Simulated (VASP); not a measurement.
Energy against volume of CsBr (CsCl type). These are PBE GGA with D3 dispersion (Becke-Johnson damping), VASP's PBE PAW potentials (set 64) (plane waves; VASP) values and carry that method's errors.

| V (Å³/atom) | E (eV/atom) |
|---|---|
| 37.512 | -3.21589 |
| 38.709 | -3.22190 |
| 39.906 | -3.22394 |
| 41.103 | -3.22264 |
| 42.300 | -3.21857 |

Problem. Fit a third-order Birch-Murnaghan equation of state.

Solution. 
```
Item                                            Result
---------------------------------------  -------------
volume per atom                          40.00 Å³/atom
bulk modulus                                  14.6 GPa
pressure derivative of the bulk modulus           5.00
lattice constant a                             4.309 Å
```

The compound is CsBr in the CsCl type structure. It was relaxed first.
